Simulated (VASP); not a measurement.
Consider the following.

```xyz
8
Lattice="4.5539 0.0000 0.0000 -2.2769 3.9438 0.0000 0.0000 0.0000 4.2313" Properties=species:S:1:pos:R:3 pbc="T T T"
Ni     3.0254     2.6474     2.1156
Ni     1.4969     0.0000     0.0000
Ni     0.7485     1.2964     2.1156
Ni    -0.7485     1.2964     0.0000
Ni     3.0569     0.0000     2.1156
Ni     1.5285     2.6474     0.0000
N      2.2769     1.3146     3.1734
N      0.0000     2.6292     1.0578
```

Method: PBEsol GGA, VASP's PBE PAW potentials (set 64) (plane waves; VASP). Settings: 520 eV cut-off, Gaussian smearing of 0.050 eV, potentials Ni N.

Problem. Give the energies of bands 26 to 39 at the high-symmetry points, in eV from the Fermi level.

Solution. 
| band | Γ | M | K | A | L | H |
|---|---|---|---|---|---|---|
| 26 | -1.59 | -1.26 | -1.19 | -1.45 | -1.36 | -1.33 |
| 27 | -1.09 | -1.12 | -1.19 | -1.21 | -1.17 | -1.29 |
| 28 | -1.05 | -1.10 | -1.07 | -1.21 | -1.17 | -1.29 |
| 29 | -1.05 | -1.08 | -1.07 | -1.10 | -1.00 | -1.17 |
| 30 | -0.75 | -0.87 | -1.07 | -1.10 | -1.00 | -1.17 |
| 31 | -0.75 | -0.63 | -0.93 | -0.97 | -0.75 | -0.80 |
| 32 | -0.70 | -0.53 | -0.60 | -0.97 | -0.75 | -0.80 |
| 33 | -0.14 | -0.36 | -0.60 | -0.45 | -0.64 | -0.64 |
| 34 | -0.14 | -0.24 | -0.03 | -0.45 | -0.64 | -0.64 |
| 35 | 0.45 | -0.07 | -0.03 | 0.58 | -0.45 | -0.47 |
| 36 | 0.78 | 0.29 | -0.01 | 0.58 | -0.45 | -0.47 |
| 37 | 0.84 | 0.73 | 0.77 | 1.04 | 1.06 | 1.24 |
| 38 | 0.84 | 1.04 | 0.77 | 1.04 | 1.06 | 1.24 |
| 39 | 1.23 | 1.05 | 1.72 | 1.93 | 2.47 | 2.75 |

It has no gap at this level: it comes out as a metal or semimetal.

The structure comes from a computed database's Ni3N entry (P6_322); how it stands against other phases isn't given here. It was relaxed first. The run is not spin-polarised, so no magnetic state was tried.
